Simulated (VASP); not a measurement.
A run of VASP 6.6.1 is set up as follows.

The input INCAR:

```
PREC = Accurate ; ENCUT = 520
EDIFF = 1E-6 ; ISMEAR = -1
SIGMA = 0.01 ; LREAL = Auto
LASPH = T ; NELM = 100
ALGO = Fast ; ISIF = 2
LWAVE = F ; LCHARG = T
GGA = PE ; LELF = T
LVHAR = T ; NELECT = 154.0
NBANDS = 100
```

File KPOINTS:

```
Automatic mesh
0
Gamma
  3 3 3
```

Contents of POSCAR:

```
GeB18N17
1.0
    7.5049186035      0.0000000000      0.0000000000
   -3.7524593018      6.4994501639      0.0000000000
    0.0000000000      0.0000000000      7.3693201700
B Ge N
18 1 17
Direct
    0.2645476818      0.1322738409      0.7500000000
    0.2231105090      0.4462210181      0.7500000000
    0.2231105090      0.7768894910      0.7500000000
    0.5556317345      0.1112634689      0.7500000000
    0.5556317345      0.4443682655      0.7500000000
    0.5537789819      0.7768894910      0.7500000000
    0.8677261591      0.1322738409      0.7500000000
    0.8887365311      0.4443682655      0.7500000000
    0.8677261591      0.7354523182      0.7500000000
    0.1106863582      0.2213727163      0.2500000000
    0.1109425755      0.5554712878      0.2500000000
    0.1106863582      0.8893136418      0.2500000000
    0.4441001104      0.2220500552      0.2500000000
    0.4445287122      0.5554712878      0.2500000000
    0.4445287122      0.8890574245      0.2500000000
    0.7779499448      0.2220500552      0.2500000000
    0.7779499448      0.5558998896      0.2500000000
    0.7786272837      0.8893136418      0.2500000000
    0.0000000000      0.0000000000      0.7500000000
    0.0016054543      0.3455359372      0.7500000000
    0.0016054543      0.6560695172      0.7500000000
    0.3439304828     -0.0016054543      0.7500000000
    0.3439304828      0.3455359372      0.7500000000
    0.3333333333      0.6666666667      0.7500000000
    0.6544640628     -0.0016054543      0.7500000000
    0.6666666667      0.3333333333      0.7500000000
    0.6544640628      0.6560695172      0.7500000000
    0.0000000000      0.0000000000      0.2500000000
    0.0000232327      0.3333480610      0.2500000000
    0.0000232327      0.6666751717      0.2500000000
    0.3333248283     -0.0000232327      0.2500000000
    0.3333248283      0.3333480610      0.2500000000
    0.3333333333      0.6666666667      0.2500000000
    0.6666519390     -0.0000232327      0.2500000000
    0.6666666667      0.3333333333      0.2500000000
    0.6666519390      0.6666751717      0.2500000000
```

Potentials or basis: VASP PAW PBE potentials, release 64 (B, Ge_d, N).

Command:

```bash
$ cat potpaw_PBE.64/B/POTCAR potpaw_PBE.64/Ge_d/POTCAR potpaw_PBE.64/N/POTCAR > POTCAR
$ mpirun -np 1 vasp_std > vasp.out
```

Task: Estimate the largest force.

Result: 0.057 eV/Å.

Task: Predict the band gap on the k mesh.

Result: 1.19 eV, indirect (least direct gap 1.28 eV).

Forces in eV/Å, atoms in the order of the input:
```
B   -0.050 -0.029  0.000
B    0.000 -0.013  0.000
B   -0.012  0.007  0.000
B    0.000  0.011  0.000
B    0.010 -0.006  0.000
B    0.012  0.007  0.000
B    0.050 -0.029  0.000
B   -0.010 -0.006  0.000
B    0.000  0.057  0.000
B    0.000  0.001  0.000
B    0.001  0.001  0.000
B    0.000  0.000  0.000
B    0.001  0.000  0.000
B   -0.001  0.001  0.000
B    0.000 -0.002  0.000
B   -0.001  0.000  0.000
B    0.000 -0.001  0.000
B    0.000  0.000  0.000
Ge   0.000  0.000  0.000
N    0.015  0.000  0.000
N    0.007  0.013  0.000
N   -0.008 -0.013  0.000
N   -0.015  0.000  0.000
N    0.000  0.000  0.000
N    0.008 -0.013  0.000
N    0.000  0.000  0.000
N   -0.007  0.013  0.000
N    0.000  0.000  0.000
N   -0.001 -0.001  0.000
N   -0.001  0.000  0.000
N    0.000  0.001  0.000
N    0.001 -0.001  0.000
N    0.000  0.000  0.000
N    0.000  0.001  0.000
N    0.000  0.000  0.000
N    0.001  0.000  0.000
```

Caveat: the cell carries a net charge on a neutralising background, which shifts energy and pressure; the cell is charged against a uniform background, so pressure and absolute levels hang on convention. Expect the measured gap to be larger: semilocal functionals such as PBE lack the derivative discontinuity.
